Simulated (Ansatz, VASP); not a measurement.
## Ta3AsAu2O13: VASP beside Ansatz

```
Ta As Au O
1.0
     5.24237    3.02668    4.14273
    -5.24237    3.02668    4.14273
     0.00000   -6.05337    4.14273
Ta As Au O
3 1 2 13
Cartesian
  -1.7887 1.0327 4.2854
  0.0000 -2.0655 4.2854
  1.7887 1.0327 4.2854
  0.0000 0.0000 6.9446
  0.0000 0.0000 12.0005
  0.0000 0.0000 9.3342
  -1.3566 0.7832 6.1532
  0.0000 -1.5665 6.1532
  1.3566 0.7832 6.1532
  2.5380 -0.6359 3.6068
  -0.7183 2.5159 3.6068
  -1.8197 -1.8800 3.6068
  1.8197 -1.8800 3.6068
  -2.5380 -0.6359 3.6068
  0.7183 2.5159 3.6068
  -3.3469 1.9323 4.0073
  0.0000 -3.8647 4.0073
  3.3469 1.9323 4.0073
  0.0000 0.0000 3.8329
```

The cell was built by a generator and needn't be a form met in nature.

Alike in both runs: task atomic charges; functional PBE; k mesh 4 × 4 × 4; occupations fermi-dirac, width 0.05 eV; no spin polarisation.

```csv
,VASP,Ansatz
version,VASP 6.6.1,Ansatz 0.2.0
potentials or method,"VASP PAW PBE potentials, release 64 (Ta_pv, As, Au, O)",Ansatz PAW
plane-wave cutoff (eV),520,420
valence electrons in the cell,138,170
```

Ansatz gave:

- gap on the k mesh at the Fermi level (eV): 1.07
- least direct gap on the mesh (eV): 1.11
- pressure (GPa): 0.0
- largest component of the traceless stress (GPa): 0.01
- rms of the force components (eV/Å): 0.002

**Question.** What did VASP give for the same quantities?

**Answer.** gap on the k mesh at the Fermi level (eV): 1.06; least direct gap on the mesh (eV): 1.09; pressure (GPa): 0.6; largest component of the traceless stress (GPa): 0.29; rms of the force components (eV/Å): 0.100.

Atom by atom the forces differ by 0.098 eV/Å (rms over components). The two sets of potentials don't hold the same shells in valence.

Caveats: spin-orbit coupling is left out, which moves the levels of the heavy elements; the pressure holds a Pulay correction of +0.4 GPa for the finite cutoff (Ansatz). A k mesh can miss the band edges. PBE gaps usually lie below the measured ones, often by a third to a half.
